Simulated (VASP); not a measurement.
Consider the following.

```xyz
2
Lattice="2.9500 0.0000 0.0000 0.0000 2.9500 0.0000 0.0000 0.0000 2.9500" Properties=species:S:1:pos:R:3 pbc="T T T"
Zn     1.4750     1.4750     1.4750
Cu     0.0000     0.0000     0.0000
```

Method: vdW-DF2, VASP's PBE PAW potentials (set 64) (plane waves; VASP). Run with 520 eV cut-off, 11×11×11 Γ-centred mesh, first-order Methfessel-Paxton smearing of 0.10 eV, potentials Zn Cu.

Energy and stress use the plane-wave basis of the starting cell.

The ions, cell shape and volume are relaxed. Give the cell that the relaxation ends in.

```xyz
2
Lattice="3.0692 0.0000 0.0000 0.0000 3.0692 0.0000 0.0000 0.0000 3.0692" Properties=species:S:1:pos:R:3 pbc="T T T"
Zn     1.5346     1.5346     1.5346
Cu     0.0000     0.0000     0.0000
```
Space group Pm-3m (221), at a tolerance of 0.03 Å.

How do energy and volume change from the first to the last step?

The energy (σ→0) changes by -57.4 meV/atom and the volume by +12.6 %, in 3 ionic steps.

The compound is CuZn in the CsCl type structure. This run relaxes it. Symmetry was kept, so distortions that lower it aren't found. The electron count is odd and the run is not spin-polarised, which forces a metal.
